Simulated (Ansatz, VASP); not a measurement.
# Two plane-wave programs on CoC2

```
Co C
1.0
     0.00000    2.86831    2.86831
     2.86831    0.00000    2.86831
     2.86831    2.86831    0.00000
Co C
2 4
Direct
  0.50000 0.50000 0.50000
  0.75000 0.75000 0.75000
  0.12500 0.12500 0.12500
  0.62500 0.12500 0.12500
  0.12500 0.12500 0.62500
  0.12500 0.62500 0.12500
```

Alike in both runs: functional PBE; k mesh 12 × 12 × 12; occupations gaussian, width 0.1 eV; collinear spin.

Ansatz relaxed the structure, and its values are those at the end. VASP's run is a single point on that final structure, the one shown.

|  | VASP | Ansatz |
| --- | --- | --- |
| version | VASP 6.6.1 | Ansatz 0.2.0 |
| potentials or method | VASP PAW PBE potentials, release 64 (Co, C) | scalar-relativistic, plane waves, PAW |
| plane-wave cutoff (eV) | 520 | 420 |
| valence electrons in the cell | 34 | 50 |

Ansatz gave:

```
gap on the k mesh at the Fermi level (eV)                     : none
pressure (GPa)                                                : 0.0
net moment per atom (μB)                                      : 0.32
size of the moment on the site where the two differ most (μB) : 0.99
```

**Question.** What did VASP give for the same quantities?

**Answer.** gap on the k mesh at the Fermi level (eV): none; pressure (GPa): -0.3; net moment per atom (μB): 0.31; size of the moment on the site where the two differ most (μB): 0.96.

Site moments also hang on the region over which each program counts them. A gap of «none» marks a metal or a gap that the smearing closes. The two sets of potentials don't hold the same shells in valence.
